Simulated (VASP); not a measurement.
Here is the system:

```xyz
4
Lattice="-1.6938 1.6938 5.8088 1.6938 -1.6938 5.8088 1.6938 1.6938 -5.8088" Properties=species:S:1:pos:R:3 pbc="T T T"
Ta     0.0000     0.0000     8.7174
Ta     0.0000     1.6938     0.0042
Si     0.0000     0.0000     1.9244
Si     0.0000     1.6938     4.8288
```

The numbers are results of PBEsol GGA, VASP's PBE PAW potentials (set 64) (plane waves; VASP), not measurements. Settings: 400 eV cut-off, 14×14×14 Γ-centred mesh, tetrahedra with Blöchl corrections, potentials Ta_pv Si.

The cores are frozen, which limits the accuracy of field gradients.

Give the principal components of the electric field gradient (V/Å²) and the asymmetry η at each nucleus.

| atom | Vxx | Vyy | Vzz | η |
|---|---|---|---|---|
| Ta1 | 42.6 | 35.2 | -77.8 | 0.09 |
| Ta2 | 42.6 | 35.2 | -77.8 | 0.09 |
| Si3 | 10.6 | 5.0 | -15.5 | 0.36 |
| Si4 | 10.6 | 5.0 | -15.5 | 0.36 |

The structure was generated: TaSi was put into the NbAs type (I4_1md), which need not be its known phase. It was relaxed first.
